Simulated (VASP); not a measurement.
Level of theory: optB86b-vdW, VASP's PBE PAW potentials (set 64) (plane waves; VASP).

The input files of a VASP run:

**KPOINTS**
```
Automatic mesh
0
Gamma
  10 10 10
0 0 0
```

INCAR:
```
SYSTEM=CaO
PREC=Accurate; ENCUT=520; LREAL=.FALSE.
LASPH=.TRUE.
EDIFF=1E-7; NELM=100; ALGO=Normal
ISMEAR=0; SIGMA=0.05
GGA=MK; LUSE_VDW=.TRUE.; AGGAC=0.0
PARAM1=0.1234; PARAM2=1.0
ISIF=2
LWAVE=.FALSE.; LCHARG=.FALSE.
```

File POSCAR:
```
CaO
1
    0.0000000000     2.4223212249     2.4223212249
    2.4223212249     0.0000000000     2.4223212249
    2.4223212249     2.4223212249     0.0000000000
Ca O
1 1
Direct
  0.0000000000   0.0000000000   0.0000000000
  0.5000000000   0.5000000000   0.5000000000
```

POTCAR, in this order: Ca_sv O (PBE.64 set). Program: vasp_std.

What VASP printed:

File OSZICAR:
```
       N       E                     dE             d eps       ncg     rms          rms(c)
DAV:   1     0.138464988436E+03    0.13846E+03   -0.86744E+03  1128   0.136E+03
DAV:   2    -0.359047208581E+01   -0.14206E+03   -0.13438E+03  1348   0.339E+02
DAV:   3    -0.106085674710E+02   -0.70181E+01   -0.69676E+01  1432   0.791E+01
DAV:   4    -0.108585461324E+02   -0.24998E+00   -0.24969E+00  1668   0.133E+01
DAV:   5    -0.108622556870E+02   -0.37096E-02   -0.37095E-02  1416   0.162E+00    0.854E+00
DAV:   6    -0.921001374273E+01    0.16522E+01   -0.88715E+00  1300   0.275E+01    0.372E+00
DAV:   7    -0.916130114498E+01    0.48713E-01   -0.73573E-01  1540   0.836E+00    0.175E+00
DAV:   8    -0.915868703124E+01    0.26141E-02   -0.86987E-02  1160   0.327E+00    0.431E-01
DAV:   9    -0.915666186056E+01    0.20252E-02   -0.25533E-02  1444   0.125E+00    0.141E-01
DAV:  10    -0.915710964206E+01   -0.44778E-03   -0.22340E-03  1176   0.491E-01    0.266E-02
DAV:  11    -0.915713833143E+01   -0.28689E-04   -0.27901E-04  1592   0.147E-01    0.228E-02
DAV:  12    -0.915713165729E+01    0.66741E-05   -0.34415E-05  1288   0.659E-02    0.421E-03
DAV:  13    -0.915713127751E+01    0.37978E-06   -0.31542E-06  1520   0.165E-02    0.124E-03
DAV:  14    -0.915713101018E+01    0.26733E-06   -0.26579E-07  1312   0.637E-03    0.409E-04
DAV:  15    -0.915713106354E+01   -0.53356E-07   -0.28273E-08   656   0.229E-03
   1 F= -.91571311E+01 E0= -.91571311E+01  d E =-.218133E-25
```

File OUTCAR:
```
------------------------ aborting loop because EDIFF is reached ----------------------------------------
  FORCE on cell =-STRESS in cart. coord.  units (eV):
  Direction    XX          YY          ZZ          XY          YZ          ZX
  --------------------------------------------------------------------------------------
  Total       -0.5600567     -0.5600567     -0.5600567      0.0000000      0.0000000      0.0000000
  in kB      -31.5658400    -31.5658400    -31.5658400      0.0000000      0.0000000      0.0000000
  external PRESSURE =     -31.5658400 kB  Pullay stress =       0.0000000 kB
  volume of cell :       28.43
      direct lattice vectors                 reciprocal lattice vectors
     0.000000000  2.422321225  2.422321225    -0.206413582  0.206413582  0.206413582
     2.422321225  0.000000000  2.422321225     0.206413582 -0.206413582  0.206413582
     2.422321225  2.422321225  0.000000000     0.206413582  0.206413582 -0.206413582
  FREE ENERGIE OF THE ION-ELECTRON SYSTEM (eV)
  ---------------------------------------------------
  free  energy   TOTEN  =        -9.1571310635 eV

  energy  without entropy=       -9.1571310635  energy(sigma->0) =       -9.15713106
```
(Selected blocks of OUTCAR.)

OUTCAR:
```
 val. band max:        2.0902097089   @ k =   0.0000   0.0000   0.0000

 cond. band min:       5.7316326952   @ k =   0.5000   0.5000   0.0000


 Fermi energy:         2.4427359548

 k-point     1 :       0.0000    0.0000    0.0000
  band No.  band energies     occupation
      1     -35.5199      2.00000
      2     -16.3747      2.00000
      3     -16.3747      2.00000
      4     -16.3747      2.00000
      5     -13.3038      2.00000
      6       2.0902      2.00000
      7       2.0902      2.00000
      8       2.0902      2.00000
      9       6.6741      0.00000
     10       8.2404      0.00000
     11       8.2404      0.00000
     12       8.2404      0.00000

 k-point     2 :       0.1000    0.0000    0.0000
  band No.  band energies     occupation
      1     -35.5110      2.00000
      2     -16.4989      2.00000
      3     -16.3796      2.00000
      4     -16.3796      2.00000
      5     -13.1719      2.00000
      6       1.7365      2.00000
      7       1.9568      2.00000
      8       1.9568      2.00000
      9       7.1250      0.00000
     10       8.2101      0.00000
     11       8.4065      0.00000
     12       8.4065      0.00000

 k-point     3 :       0.2000    0.0000    0.0000
  band No.  band energies     occupation
      1     -35.4877      2.00000
      2     -16.7865      2.00000
      3     -16.3925      2.00000
      4     -16.3925      2.00000
      5     -12.8637      2.00000
      6       0.9825      2.00000
      7       1.6362      2.00000
      8       1.6362      2.00000
      9       8.0816      0.00000
     10       8.3096      0.00000
     11       8.8650      0.00000
     12       8.8650      0.00000

 k-point     4 :       0.3000    0.0000    0.0000
  band No.  band energies     occupation
      1     -35.4587      2.00000
      2     -17.0912      2.00000
      3     -16.4082      2.00000
      4     -16.4082      2.00000
      5     -12.5309      2.00000
      6       0.2297      2.00000
...
```

The compound is CaO in the rock salt structure. This cell is one point of a volume scan, at 1.03 of the reference volume.
